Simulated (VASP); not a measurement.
```xyz
8
Lattice="0.0000 3.0648 3.0648 3.0648 0.0000 3.0648 12.2516 12.2516 0.0077" Properties=species:S:1:pos:R:3 pbc="T T T"
Hg    12.2441    12.2441     0.0152
Hg     6.1296     6.1296     6.1297
Hg     9.1960     9.1960     6.1282
Se     1.5298     1.5298     1.5350
Se     4.5976     4.5976     1.5321
Se     7.6662     7.6662     1.5283
Se    10.7070    10.7070     1.5523
Cd    12.2584    12.2584     6.1306
```

Level of theory: PBEsol GGA, VASP's PBE PAW potentials (set 64) (plane waves; VASP 6.6.1). Settings: 400 eV cut-off, 10×10×3 Γ-centred mesh, tetrahedra with Blöchl corrections, potentials Hg Se Cd.

Unless said otherwise, spin-orbit coupling is left out, though it shifts the bands of the heavy elements here.

**Question.** Tabulate the total density of states (states/eV per cell) against energy (eV; zero at the valence-band maximum or, without a gap, the Fermi level).

**Answer.** 
(E (eV), DOS (states/eV)): (-9.95, 0.00); (-9.41, 0.00); (-8.87, 0.00); (-8.22, 3.88); (-7.68, 5.17); (-7.14, 0.00); (-6.60, 31.1); (-6.06, 11.0); (-5.52, 0.00); (-4.98, 8.61); (-4.33, 4.41); (-3.79, 2.10); (-3.25, 1.04); (-2.71, 4.57); (-2.17, 7.47); (-1.52, 7.47); (-0.98, 7.45); (-0.45, 2.84); (0.10, 0.01); (0.64, 0.19); (1.18, 0.67); (1.72, 2.54); (2.36, 3.87); (2.90, 5.67); (3.44, 3.24)
Within 2 eV below the Fermi level the largest weight inside VASP's projection spheres is Se p, then Hg d.

The structure was generated: CdHg3Se4 was put into an ordered model structure (R3m), which need not be its known phase. It was relaxed first.
